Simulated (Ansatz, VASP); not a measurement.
# Cross-check of ZnS (Wurtzite-2H) between VASP and Ansatz, part 3 of 3

Wanted: the spread between two codes on one cell, functional and k mesh. The cell is taken from a series of runs on this material, whose earlier steps may have relaxed, scaled, displaced or heated it; both programs get it as it stands.

VASP 6.6.1 and Ansatz 0.2.0.

So far: The starting structure; VASP: zone-centre phonons, PBE.

### Step 3. Ansatz: zone-centre phonons, PBE

Level of this step: Ansatz beside VASP: Kohn-Sham DFT, plane waves, PBE (Ansatz).

Ansatz runs on its PAW soft_1 files.

The same cell, functional and mesh now go to Ansatz, which takes its cutoff from its data sets.

Contents of input.yaml:

```yaml
crystal:
  lattice:
    - [3.8713444076, 0.0, 0.0]
    - [-1.9356722038, 3.3526826038, 0.0]
    - [0.0, 0.0, 6.3453540147]
  atoms:
    - { symbol: S, position: [0.3333333333, 0.6666666667, 0.3798499714] }
    - { symbol: S, position: [0.6666666667, 0.3333333333, 0.8798499714] }
    - { symbol: Zn, position: [0.3333333333, 0.6666666667, 0.0051500286] }
    - { symbol: Zn, position: [0.6666666667, 0.3333333333, 0.5051500286] }
kpoints:
  mp_grid: { grid: [12, 12, 8] }
hamiltonian:
  xc: pbe
  pseudopotentials: { kind: paw, azcp: { folder: soft_1 } }
scf:
  occupations: { method: fixed }
output:
  eigenvalues: true
phonons:
  method: dfpt
  dielectric: true
  rigid_motions: translations
```

Started as:

```bash
$ ansatz run input.yaml --threads 8 --pin off --max-ram 16384MiB --backend cpu --events-out ev --progress --plain --runs-dir out
```

Numbers of over 12 decimals in the logs are rounded to 6 here.

Output:

```text
Engine: ansatz 0.2.0, x86_64-unknown-linux-gnu
Pseudopotentials: kind: paw
Pseudopotential: S, paw, valence charge 6, recommended cutoff 420 eV (normal), soft_1/S.paw.azcp
Pseudopotential: Zn, paw, valence charge 12, recommended cutoff 420 eV (normal), soft_1/Zn.paw.azcp
Functional definition: PBE
  parameter kappa = 0.804
  parameter beta = 0.066725
  exchange = pbe_x(kappa = kappa, mu = beta*pi^2/3)
  correlation = pbe_c(beta = beta)
Crystal: 4 atoms, lattice volume = 82.359 Å³
Basis set: ecut = 420 eV, 1641 PW (Γ), exchange–correlation on 54×54×96 points (8 copies of the dense FFT grid, shifted against one another)
Bands: 22, of which v1, the nominal top of the filled ones, is band 18 counted from 1 (17 counted from 0)
Symmetry: 12 space group operations
k-points: 320 of 1152 (irreducible under 2 space group operations, time reversal used)
Non-local potential: S, projectors of the file, l = 0: 2, l = 1: 2, l = 2: 1
Non-local potential: Zn, projectors of the file, l = 0: 2, l = 1: 2, l = 2: 3, l = 3: 1
PAW form: soft (Blöchl's): semilocal exchange-correlation on the pseudo side does not see the compensation charge
PAW one-centre angular grid: S, 110 points (default); XC on 64 Gauss nodes
PAW one-centre angular grid: Zn, 590 points (default); XC on 64 Gauss nodes
Initial density: superposition of atomic densities (chi_scale 0.1, normalization cell, long waves kept (reshape's long-wave potential 0.00 eV rms))
Initial wavefunctions: pseudopotential atomic-orbital guess
Functional: x = pbe(κ = 0.804, μ = 0.219515), c = pbe(β = 0.066725)
SCF iter   1: F=—  HF=-8445.643799 eV  |F-HF|=—  |Δ(HF+E_count)|=         —  Δρ=4.12e-2  dr2=8.31e-1  ethr=3.10e-3  ⟨swp⟩=5.1  Hψ=35263  notcnv=0  defer=601
preconditioner: auto → Resta (q_TF=auto, 2.377 Å⁻¹)  ε∞=6.2  [insulator: Δε(μ)=2.181 eV  Ē_g=10.807 eV  n_scr=22 (ndim 8)  ℏωp=24.6 eV  f_vac=0.011  ε∞_Penn≈6.2]
SCF iter   2: F=—  HF=-8445.478291 eV  |F-HF|=—  |Δ(HF+E_count)|=   1.66e-1  Δρ=1.56e-2  dr2=1.69e-1  ethr=2.31e-3  ⟨swp⟩=2.0  Hψ=15360  notcnv=0  defer=632
SCF iter   3: F=—  HF=-8445.457734 eV  |F-HF|=—  |Δ(HF+E_count)|=   2.06e-2  Δρ=1.06e-2  dr2=6.08e-2  ethr=4.70e-4  ⟨swp⟩=2.0  Hψ=12806  notcnv=0  defer=634
SCF iter   4: F=—  HF=-8445.450150 eV  |F-HF|=—  |Δ(HF+E_count)|=   7.58e-3  Δρ=3.02e-3  dr2=5.47e-3  ethr=1.69e-4  ⟨swp⟩=2.0  Hψ=15363  notcnv=0  defer=637
SCF iter   5: F=—  HF=-8445.453480 eV  |F-HF|=—  |Δ(HF+E_count)|=   3.33e-3  Δρ=5.32e-4  dr2=2.98e-4  ethr=1.52e-5  ⟨swp⟩=3.1  Hψ=13431  notcnv=0  defer=637
SCF iter   6: F=—  HF=-8445.454006 eV  |F-HF|=—  |Δ(HF+E_count)|=   5.26e-4  Δρ=2.96e-4  dr2=8.33e-5  ethr=8.27e-7  ⟨swp⟩=2.2  Hψ=12936  notcnv=0  defer=637
SCF iter   7: F=—  HF=-8445.454140 eV  |F-HF|=—  |Δ(HF+E_count)|=   1.34e-4  Δρ=9.83e-5  dr2=3.45e-6  ethr=2.31e-7  ⟨swp⟩=2.0  Hψ=13305  notcnv=0  defer=635
SCF iter   8: F=—  HF=-8445.454144 eV  |F-HF|=—  |Δ(HF+E_count)|=   3.84e-6  Δρ=1.99e-5  dr2=2.34e-7  ethr=9.59e-9  ⟨swp⟩=2.1  Hψ=11976  notcnv=0  defer=44
SCF iter   9: F=—  HF=-8445.454144 eV  |F-HF|=—  |Δ(HF+E_count)|=   3.93e-7  Δρ=2.70e-6  dr2=8.58e-9  ethr=6.49e-10  ⟨swp⟩=2.0  Hψ=12640  notcnv=0  defer=67
SCF iter  10: F=—  HF=-8445.454144 eV  |F-HF|=—  |Δ(HF+E_count)|=   1.60e-8  Δρ=4.80e-7  dr2=2.28e-10  ethr=2.38e-11  ⟨swp⟩=2.0  Hψ=12799  notcnv=0  defer=73
SCF iter  11: F=-8445.454144 eV  HF=-8445.454144 eV  |F-HF|=2.91e-11  |Δ(HF+E_count)|=  2.93e-10  Δρ=2.09e-7  dr2=2.63e-11  ethr=1.00e-12  ⟨swp⟩=11.0  Hψ=54634  notcnv=0
SCF 1 converged in 11 iterations: F = -8445.454144 eV  dr2 = 2.63e-11
  greatest PAW one-centre occupation: 0.984 electrons in one spin orbital (limit 2), on the Zn atom at site 3 (counted from 0), in its partial waves of l = 2
DFPT response loops at Γ: preconditioner auto → Resta (q_TF=auto, 2.377 Å⁻¹)  ε∞=5.5 (no band partly filled); β = 1.00, the filter's whole step (`scf.mixing.beta` (0.50) is not read by the response loops at its default; to damp them type it under 1.00, their step now; it binds the ground state too); Broyden in place of MSR1
── the response to a field inside a basis, on 12×12×8 k-points: an SCF that follows is theirs, and a resumed run solves both again ──
Bands: 19, of which v1, the nominal top of the filled ones, is band 18 counted from 1 (17 counted from 0)
k-points: 168 of 1152 (irreducible under 4 space group operations, time reversal used)
Initial density: handed on by an earlier stage of this run
Initial wavefunctions: pseudopotential atomic-orbital guess (no wavefunctions were taken with the density)
Eigensolver: Dense (168 Hₖ)
SCF iter   1: F=—  HF=-8445.450746 eV  |F-HF|=—  |Δ(HF+E_count)|=         —  Δρ=1.37e-4  dr2=4.73e-6  ethr=1.00e-1
preconditioner: auto → Resta (q_TF=auto, 2.377 Å⁻¹)  ε∞=7.9  [insulator: Δε(μ)=2.217 eV  Ē_g=9.338 eV  n_scr=22 (ndim 8)  ℏωp=24.6 eV  f_vac=0.044  ε∞_Penn≈7.9]
SCF iter   2: F=—  HF=-8445.450748 eV  |F-HF|=—  |Δ(HF+E_count)|=   1.93e-6  Δρ=1.81e-4  dr2=1.21e-5  ethr=1.31e-8
SCF iter   3: F=—  HF=-8445.450748 eV  |F-HF|=—  |Δ(HF+E_count)|=   2.54e-8  Δρ=1.99e-5  dr2=6.67e-8  ethr=1.31e-8
SCF iter   4: F=-8445.450747 eV  HF=-8445.450747 eV  |F-HF|=5.32e-8  |Δ(HF+E_count)|=   9.21e-7  Δρ=8.72e-6  dr2=1.44e-8  ethr=1.85e-10
SCF 1 converged in 4 iterations: F = -8445.450747 eV  dr2 = 1.44e-8
DFPT response loops at Γ: preconditioner auto → Resta (q_TF=auto, 2.377 Å⁻¹)  ε∞=5.2 (no band partly filled); β = 1.00, the filter's whole step (`scf.mixing.beta` (0.50) is not read by the response loops at its default; to damp them type it under 1.00, their step now; it binds the ground state too); Broyden in place of MSR1
SCF converged after 11 iterations
Free energy (F): -8445.454144 eV
Harris-Foulkes:  -8445.454144 eV  (|F-HF|=2.91e-11)
Internal energy: -8445.454144 eV  (E = F + TS)
E sigma→0 (E₀):  -8445.454144 eV
Fermi energy:    5.245534 eV
--- Per-component energies (eV) ---
  E_band       = -4.951247
  E_kinetic    = 503.988770
  E_local      = -4596.077627  (includes V_loc(G=0)·N_el)
  E_nonlocal   = 1710.104873
  E_hartree    = 1751.789068
  E_xc         = -333.657613
  E_vxc        = -266.047057  (∫ρ·V_xc dr)
  E_paw        = -5013.285017  (= ΣΔE_a)
  E_vpaw       = -860.497553  (= ΣTr[D̂ρ^β])
  E_aug_tail   = -0.000519  (compensation charges beyond the density's cutoff)
  E_ewald      = -2468.316079
  E_smearing   = -0.000000  (= −TS)
  E_closure    = 0.000000  (closes the sum)
  Σ components = -8445.454144   (vs F -8445.454144, Δ=0.00e0)
--- Band table (eV; the first three rows and the last of 320) ---
  k-point 0: bands = [... 14 lower, 4.4169, 5.1766, 5.2455, 5.2455, 7.2343, 8.2520, 11.5603, 11.5603]
  k-point 1: bands = [... 14 lower, 4.4459, 4.8258, 5.2111, 5.2111, 7.5520, 8.2895, 11.5820, 11.5820]
  k-point 2: bands = [... 14 lower, 4.5297, 4.5297, 5.1145, 5.1145, 8.1305, 8.3960, 11.4963, 11.6548]
  k-point 319: bands = [... 14 lower, 2.8897, 2.8897, 3.9000, 3.9000, 9.6372, 9.6372, 11.4959, 11.4959]
--- Phonons (Γ-DFPT): 4 representative perturbations + reference, on 320 of 1152 k-points (Σ response iterations 13) ---
  k mesh reduced under 2 symmetry operations, with k and −k counted as one. Each operation leaves every solved perturbation unchanged. A smaller set is not considered because the run solves the response to a homogeneous field
  ASR residual: 1.595e-4 → 0.000e0 eV/Å²; symmetrization residual: 1.210e-5 eV/Å²
  ASR residual per site (eV/Å²): 1.14e-4 1.14e-4 1.60e-4 1.60e-4
  Γ frequencies (cm⁻¹): 0.00 0.00 0.00 71.47 71.47 184.12 247.49 253.70 253.70 258.21 258.21 312.59
  ε∞ (high-frequency dielectric tensor):
        5.834935     0.000000     0.000000
       -0.000000     5.834935     0.000000
       -0.000000     0.000000     5.943283
  ε⁰ (static dielectric tensor: ions relaxed, cell fixed):
        9.247745     0.000000     0.000000
        0.000000     9.247745    -0.000000
        0.000000    -0.000000     9.905348
  ε⁰ − ε∞ (ionic part):
        3.412810     0.000000     0.000000
        0.000000     3.412810    -0.000000
        0.000000    -0.000000     3.962065
  softest optical mode at Γ: 71.47 cm⁻¹; the repairs (sum rule, projections) moved no ω² at Γ by more than (1.48 cm⁻¹)²
  Born effective charges Z* (e; rows j = field, columns β = displacement):
    site 0:
        -1.98861   -0.00000   -0.00000
         0.00000   -1.98861   -0.00000
        -0.00000    0.00000   -2.09014
    site 1:
        -1.98861   -0.00000    0.00000
        -0.00000   -1.98861    0.00000
         0.00000   -0.00000   -2.09014
    site 2:
         1.98861    0.00000    0.00000
        -0.00000    1.98861    0.00000
         0.00000    0.00000    2.09014
    site 3:
         1.98861    0.00000   -0.00000
         0.00000    1.98861   -0.00000
        -0.00000    0.00000    2.09014
  Z* charge neutrality: 7.702e-4 e pre-enforcement
  solved inside a basis spanned on kpoints, on 12×12×8 k-points, its susceptibility summed on 16×16×8: ε∞ is read to err by 2.1e-2, Z* by 1.4e-2 e (field_mesh: kpoints solves on kpoints); Z* is corrected for what the basis lacks
  optical modes at Γ without the LO–TO term, one row a degenerate level:
      ω (cm⁻¹)  modes    IR ((D/Å)²/amu)
         71.47      2             0.0000
        184.12      1             0.0000
        247.49      1             9.3707
[...]
optical modes at Γ + LO–TO along q̂ = [1.0000, 0.0000, 0.0000]:
      ω (cm⁻¹)  modes    IR ((D/Å)²/amu)
[...]
optical modes at Γ + LO–TO along q̂ = [0.0000, 1.0000, 0.0000]:
      ω (cm⁻¹)  modes    IR ((D/Å)²/amu)
[...]
312.59      1             0.0000
        319.40      1             8.4824
  optical modes at Γ + LO–TO along q̂ = [0.0000, 0.0000, 1.0000]:
      ω (cm⁻¹)  modes    IR ((D/Å)²/amu)
         71.47      2             0.0000
        184.12      1             0.0000
        253.70      2            16.9648
        258.21      2             0.0000
        312.59      1             0.0000
        319.50      1             9.3707
```

In the SCF lines HF is the Harris–Foulkes energy and dr2 the Hartree energy of the density residual, in eV; the loop may stop once dr2 is under the threshold and the program's other checks hold. Hψ counts applications of the Hamiltonian.

### Step 4. Differences

Known differences besides the potentials themselves: fixed occupations in Ansatz, narrow Gaussian smearing in VASP; VASP's response is taken on the typed mesh, Ansatz refines its own for the field response alone; the cutoff is 420 eV in Ansatz and 500 eV in VASP. Total energies have different zeros and are not compared.

Both answers:

```csv
quantity,Ansatz,VASP,difference
ε∞ xx,5.83,5.83,+0.15 %
ε∞ yy,5.83,5.83,+0.15 %
ε∞ zz,5.94,5.93,+0.20 %
Born charge of S1 (mean of the diagonal) (e),-2.02,-2.04,+0.02
Born charge of Zn3 (mean of the diagonal) (e),2.02,2.04,-0.02
optical mode 1 to 2 (cm⁻¹),71.5,71.2,+0.33 %
optical mode 3 (cm⁻¹),184.1,183.1,+0.56 %
optical mode 4 (cm⁻¹),247.5,247.9,-0.17 %
optical mode 5 to 6 (cm⁻¹),253.7,254.8,-0.41 %
optical mode 7 to 8 (cm⁻¹),258.2,259.3,-0.40 %
optical mode 9 (cm⁻¹),312.6,313.3,-0.23 %
```

Modes are paired by rising frequency, not by their patterns, so a pair may set unlike modes beside each other; they are those without the splitting of longitudinal modes.

### Step 5. Summary of results

| Item | Value |
| --- | --- |
| r.m.s. difference of the optical zone-centre modes, each program's sorted by frequency (zone-centre phonons, PBE) | 0.84 cm⁻¹ |
| difference in optical mode 3 (zone-centre phonons, PBE) | +0.6 % |

The r.m.s. difference of the optical zone-centre modes, each program's sorted by frequency is 0.84 cm⁻¹ (zone-centre phonons, PBE). Among the rows given in per cent, the largest difference of the zone-centre phonons, PBE pair is in optical mode 3, +0.6 %. How closely two codes agree says nothing of how well the functional describes the real material.

[Lines on the potential files, build, host, timing and source positions are cut from VASP's logs without a mark.]

[Logs are printed without paths, hosts, clocks, repeated set-up lines and the standing remarks that a program may print on its own settings, such as how far it seeks lower states.]

[Hosts, paths, dates, database ids (printed as entryN), source tags and the programs' standing remarks are cut or masked in the printed files.]
